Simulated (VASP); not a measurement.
Calculation: LDA (Ceperley-Alder, Perdew-Zunger), VASP's LDA PAW potentials (set 64) (plane waves; VASP 6.6.1).

The input files of a VASP run:

**KPOINTS**
```
Regular mesh
0
Gamma
7 7 1
0.5 0.5 0.5
```

**INCAR**
```
SYSTEM = ZnS
SIGMA = 0.01
ALGO = Normal   ! blocked Davidson
LWAVE = .False.
LASPH = .True.   ! aspherical one-centre terms
LMAXMIX = 4   ! l cut-off of mixed one-centre charges
PREC = Accurate
ENCUT = 300   ! plane-wave cut-off (eV)
ISIF = 2
LREAL = Auto
LCHARG = .False.
EDIFF = 1E-6   ! SCF stop (eV)
ISMEAR = 0
NELM = 100   ! most electronic steps
```

POSCAR:
```
ZnS
3.7786850
  1.0000000000   0.0000000000   0.0000000000
 -0.4999998677   0.8660250854   0.0000000000
  0.0000000000   0.0000000000   6.5358215887
Zn S
8 8
Direct
  0.3333330000   0.6666670000   0.7499100000
  0.6666670000   0.3333330000   0.2499100000
  0.3333330000   0.6666670000   0.1247900000
  0.6666670000   0.3333330000   0.6247900000
  0.0000000000   0.0000000000   0.0000400000
  0.0000000000   0.0000000000   0.5000400000
  0.6666670000   0.3333330000   0.8753200000
  0.3333330000   0.6666670000   0.3753200000
  0.0000000000   0.0000000000   0.5937100000
  0.0000000000   0.0000000000   0.0937100000
  0.6666670000   0.3333330000   0.9689900000
  0.3333330000   0.6666670000   0.4689900000
  0.3333330000   0.6666670000   0.2185000000
  0.6666670000   0.3333330000   0.7185000000
  0.6666670000   0.3333330000   0.3439300000
  0.3333330000   0.6666670000   0.8439300000
```

POTCAR, in this order: Zn S (LDA.64 set). Program: vasp_std.

Output of the run:

OSZICAR:
```
       N       E                     dE             d eps       ncg     rms          rms(c)
DAV:   1     0.102233942124E+04    0.10223E+04   -0.46742E+04  2752   0.138E+03
DAV:   2     0.880929038768E+02   -0.93425E+03   -0.89402E+03  2752   0.371E+02
DAV:   3    -0.610349518665E+02   -0.14913E+03   -0.14630E+03  3048   0.141E+02
DAV:   4    -0.688446538482E+02   -0.78097E+01   -0.77587E+01  3168   0.338E+01
DAV:   5    -0.690180126677E+02   -0.17336E+00   -0.17297E+00  3136   0.500E+00    0.215E+01
DAV:   6    -0.655730452465E+02    0.34450E+01   -0.71743E+00  3814   0.430E+01    0.158E+01
DAV:   7    -0.659907563418E+02   -0.41771E+00   -0.13024E+01  3104   0.987E+00    0.473E+00
DAV:   8    -0.656265577368E+02    0.36420E+00   -0.10892E+00  3338   0.619E+00    0.193E+00
DAV:   9    -0.655871995239E+02    0.39358E-01   -0.43837E-01  3432   0.334E+00    0.586E-01
DAV:  10    -0.655871203787E+02    0.79145E-04   -0.14363E-02  3364   0.148E+00    0.497E-01
DAV:  11    -0.655873067119E+02   -0.18633E-03   -0.19587E-03  3184   0.191E-01    0.477E-01
DAV:  12    -0.655899714619E+02   -0.26648E-02   -0.94234E-03  3908   0.874E-01    0.305E-01
DAV:  13    -0.655880472459E+02    0.19242E-02   -0.29818E-03  3498   0.590E-01    0.313E-01
DAV:  14    -0.655875118077E+02    0.53544E-03   -0.11924E-03  3954   0.267E-01    0.171E-01
DAV:  15    -0.655875131232E+02   -0.13155E-05   -0.18279E-04  3130   0.513E-02    0.142E-01
DAV:  16    -0.655874971620E+02    0.15961E-04   -0.23176E-06  1882   0.121E-02    0.134E-01
DAV:  17    -0.655873387528E+02    0.15841E-03   -0.27244E-04  3962   0.133E-01    0.554E-02
DAV:  18    -0.655873448997E+02   -0.61469E-05   -0.76075E-05  3002   0.369E-02    0.426E-02
DAV:  19    -0.655873406012E+02    0.42985E-05   -0.15121E-06  1856   0.126E-02    0.372E-02
DAV:  20    -0.655873340700E+02    0.65312E-05   -0.66953E-06  2754   0.124E-02    0.257E-02
DAV:  21    -0.655873269888E+02    0.70812E-05   -0.11279E-05  3010   0.244E-02    0.959E-03
DAV:  22    -0.655873265636E+02    0.42529E-06   -0.62482E-06  2368   0.101E-02
   1 F= -.65587327E+02 E0= -.65587327E+02  d E =-.463938E-51
```

**OUTCAR**
```
------------------------ aborting loop because EDIFF is reached ----------------------------------------
  FORCE on cell =-STRESS in cart. coord.  units (eV):
  Direction    XX          YY          ZZ          XY          YZ          ZX
  --------------------------------------------------------------------------------------
  Total       -4.3003616     -4.3003584     -4.1950263     -0.0000007      0.0000000      0.0000000
  in kB      -22.5612326    -22.5612161    -22.0086064     -0.0000034      0.0000000      0.0000000
  external PRESSURE =     -22.3770184 kB  Pullay stress =       0.0000000 kB
  volume of cell :      305.39
      direct lattice vectors                 reciprocal lattice vectors
     3.778685000  0.000000000  0.000000000     0.264642329  0.152791336  0.000000000
    -1.889342000  3.272436000  0.000000000     0.000000000  0.305582752  0.000000000
     0.000000000  0.000000000 24.696811000     0.000000000  0.000000000  0.040491058
  FREE ENERGIE OF THE ION-ELECTRON SYSTEM (eV)
  ---------------------------------------------------
  free  energy   TOTEN  =       -65.5873265636 eV

  energy  without entropy=      -65.5873265636  energy(sigma->0) =      -65.58732656
```
(Selected blocks of OUTCAR.)

At this cut-off the stress carries a Pulay error, which pulls relaxed volumes low.

The structure comes from a computed database's ZnS entry; how it stands against other phases isn't given here. The cell was not relaxed at this level. The run is one of a series of settings (GGA removed, POTCAR Zn S (LDA.64 set) against the base run), some of them coarse on purpose.
